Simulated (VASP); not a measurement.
Input:

```yaml
crystal:
  lattice:
    - [0.00000, 2.12000, 2.12000]
    - [2.12000, 0.00000, 2.12000]
    - [2.12000, 2.12000, 0.00000]
  atoms:
    - { symbol: Ti, position: [0.00000, 0.00000, 0.00000] }
    - { symbol: N, position: [0.50000, 0.50000, 0.50000] }
```

All values below come from PBE GGA + U (Dudarev), VASP's PBE PAW potentials (set 64) (plane waves; VASP). Numerical set-up: 520 eV cut-off, 13×13×13 Γ-centred mesh, first-order Methfessel-Paxton smearing of 0.10 eV, potentials Ti_sv N, U − J: Ti 1.00 eV.

**Question.** Give the stress tensor in GPa (positive for a compressed cell).

**Answer.** 
```
4.79  0.00  0.00
0.00  4.79  0.00
0.00  0.00  4.79
```
The pressure is its mean diagonal, 4.79 GPa.

The compound is TiN in the rock salt structure. The cell was not relaxed at this level. The run is one of a series of settings (LDAU = .TRUE., LDAUJ = 0 0, LDAUL = 2 -1, LDAUTYPE = 2, LDAUU = 1.0 0 against the base run), some of them coarse on purpose. The electron count is odd and the run is not spin-polarised, which forces a metal.
